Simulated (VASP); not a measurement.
Computed with PBEsol GGA, VASP's PBE PAW potentials (set 64) (plane waves; VASP).

A VASP calculation is set up with these files.

**INCAR**
```
SIGMA = 0.1
ALGO = Normal   # blocked Davidson
IBRION = 2   # conjugate gradients
PSTRESS = 20
EDIFF = 1E-7
LASPH = .TRUE.   # aspherical one-centre terms
NELM = 100
LCHARG = .FALSE.
GGA = PS
ISMEAR = 1   # Methfessel-Paxton
LWAVE = .FALSE.
PREC = Accurate
SYSTEM = Ca
LREAL = .FALSE.
NSW = 40
ISIF = 3   # ions, shape and volume
EDIFFG = -0.01   # ionic stop
ENCUT = 480
```

POSCAR:
```
Ca
1
    0.0000000000     2.7285296208     2.7285296208
    2.7285296208     0.0000000000     2.7285296208
    2.7285296208     2.7285296208     0.0000000000
Ca
1
Direct
  0.0000000000   0.0000000000   0.0000000000
```

### KPOINTS
```
kpoints
0
G
 10 10 10
0 0 0
```

POTCAR, in this order: Ca_sv (PBE.64 set). Program: vasp_std.

Output

**OSZICAR**
```
       N       E                     dE             d eps       ncg     rms          rms(c)
DAV:   1     0.602852024825E+02    0.60285E+02   -0.48987E+03   846   0.942E+02
DAV:   2    -0.876577112650E+00   -0.61162E+02   -0.60766E+02   875   0.223E+02
DAV:   3    -0.210291719685E+01   -0.12263E+01   -0.12203E+01  1299   0.335E+01
DAV:   4    -0.214480895709E+01   -0.41892E-01   -0.41907E-01  1250   0.504E+00
DAV:   5    -0.214555906489E+01   -0.75011E-03   -0.74985E-03  1363   0.428E-01    0.227E+00
DAV:   6    -0.213835710768E+01    0.72020E-02   -0.77478E-03  1087   0.123E+00    0.136E+00
DAV:   7    -0.213460517273E+01    0.37519E-02   -0.13934E-02   984   0.173E+00    0.924E-02
DAV:   8    -0.213447058358E+01    0.13459E-03   -0.11346E-03  1011   0.337E-01    0.180E-02
DAV:   9    -0.213447504304E+01   -0.44595E-05   -0.85361E-05  1283   0.833E-02    0.440E-03
DAV:  10    -0.213447524973E+01   -0.20669E-06   -0.54030E-06  1203   0.250E-02    0.989E-04
DAV:  11    -0.213447490232E+01    0.34741E-06   -0.22261E-07  1167   0.575E-03    0.572E-04
DAV:  12    -0.213447489254E+01    0.97784E-08   -0.15653E-08   623   0.904E-04
   1 F= -.16273261E+01 E0= -.16272296E+01  d E =-.162733E+01
       N       E                     dE             d eps       ncg     rms          rms(c)
DAV:   1    -0.255485862155E+01   -0.42038E+00   -0.12460E+01   904   0.415E+01    0.411E+00
DAV:   2    -0.219133690821E+01    0.36352E+00   -0.10223E+00   880   0.132E+01    0.199E+00
DAV:   3    -0.210855045885E+01    0.82786E-01   -0.62089E-01  1167   0.726E+00    0.572E-01
DAV:   4    -0.211282777053E+01   -0.42773E-02   -0.36858E-02   986   0.225E+00    0.302E-01
DAV:   5    -0.212083786248E+01   -0.80101E-02   -0.11891E-02  1291   0.516E-01    0.162E-01
DAV:   6    -0.212150671917E+01   -0.66886E-03   -0.12474E-03  1402   0.278E-01    0.450E-02
DAV:   7    -0.212145346458E+01    0.53255E-04   -0.12238E-04   982   0.130E-01    0.276E-02
DAV:   8    -0.212147070104E+01   -0.17236E-04   -0.78302E-05  1328   0.748E-02    0.545E-03
DAV:   9    -0.212146999179E+01    0.70925E-06   -0.49023E-07  1129   0.950E-03    0.280E-04
DAV:  10    -0.212147018161E+01   -0.18982E-06   -0.66277E-08   625   0.134E-03    0.288E-04
DAV:  11    -0.212147017902E+01    0.25855E-08   -0.33035E-08   477   0.146E-03
   2 F= -.16504839E+01 E0= -.16501085E+01  d E =-.231579E-01
       N       E                     dE             d eps       ncg     rms          rms(c)
DAV:   1    -0.214724913737E+01   -0.25779E-01   -0.10246E+00   905   0.122E+01    0.115E+00
DAV:   2    -0.211890521563E+01    0.28344E-01   -0.91391E-02   896   0.381E+00    0.582E-01
DAV:   3    -0.211193086108E+01    0.69744E-02   -0.54486E-02  1175   0.212E+00    0.197E-01
DAV:   4    -0.211216354171E+01   -0.23268E-03   -0.29588E-03   934   0.687E-01    0.915E-02
DAV:   5    -0.211290965251E+01   -0.74611E-03   -0.13966E-03  1286   0.200E-01    0.337E-02
DAV:   6    -0.211292712120E+01   -0.17469E-04   -0.47430E-05  1424   0.494E-02    0.119E-02
DAV:   7    -0.211292230488E+01    0.48163E-05   -0.18655E-05  1350   0.411E-02    0.151E-02
DAV:   8    -0.211292364081E+01   -0.13359E-05   -0.78109E-06  1295   0.292E-02    0.253E-03
DAV:   9    -0.211292352358E+01    0.11723E-06   -0.57318E-08   544   0.302E-03    0.111E-03
DAV:  10    -0.211292339332E+01    0.13027E-06   -0.21404E-08   439   0.211E-03    0.708E-05
DAV:  11    -0.211292340860E+01   -0.15285E-07   -0.77092E-09   435   0.899E-04
   3 F= -.16518200E+01 E0= -.16514279E+01  d E =-.244939E-01
```

### OUTCAR
```
------------------------ aborting loop because EDIFF is reached ----------------------------------------
  FORCE on cell =-STRESS in cart. coord.  units (eV):
  Direction    XX          YY          ZZ          XY          YZ          ZX
  --------------------------------------------------------------------------------------
  Total        0.4540421      0.4540421      0.4540421     -0.0000000     -0.0000000      0.0000000
  in kB       19.6937210     19.6937210     19.6937210     -0.0000000     -0.0000000      0.0000000
  external PRESSURE =      -0.3062790 kB  Pullay stress =      20.0000000 kB
  volume of cell :       36.94
      direct lattice vectors                 reciprocal lattice vectors
    -0.000000000  2.643319400  2.643319400    -0.189156104  0.189156104  0.189156104
     2.643319400 -0.000000000  2.643319400     0.189156104 -0.189156104  0.189156104
     2.643319400  2.643319400 -0.000000000     0.189156104  0.189156104 -0.189156104
 POSITION                                       TOTAL-FORCE (eV/Angst)
 -----------------------------------------------------------------------------------
      0.00000     -0.00000      0.00000         0.000000     -0.000000     -0.000000
 -----------------------------------------------------------------------------------
    total drift:                               -0.000000     -0.000000     -0.000000
  FREE ENERGIE OF THE ION-ELECTRON SYSTEM (eV)
  ---------------------------------------------------
  free  energy   TOTEN  =        -2.1129234086 eV

  energy  without entropy=       -2.1117471108  energy(sigma->0) =       -2.11253131
  enthalpy is  TOTEN    =        -1.6518199932 eV   P V=        0.4611034154

 reached required accuracy - stopping structural energy minimisation
```
(Selected blocks of OUTCAR.)

### CONTCAR
```
Ca
   1.00000000000000
    -0.0000000000000000    2.6433194000960376    2.6433194000960376
     2.6433194000960376   -0.0000000000000000    2.6433194000960376
     2.6433194000960376    2.6433194000960376   -0.0000000000000000
  Ca
     1
Direct
     0.0000000000000000    0.0000000000000000    0.0000000000000000
```

Energy and stress use the plane-wave basis of the starting cell.

The compound is Ca in the fcc structure. This run relaxes it under an external pressure of 2 GPa. Symmetry was kept, so distortions that lower it aren't found.
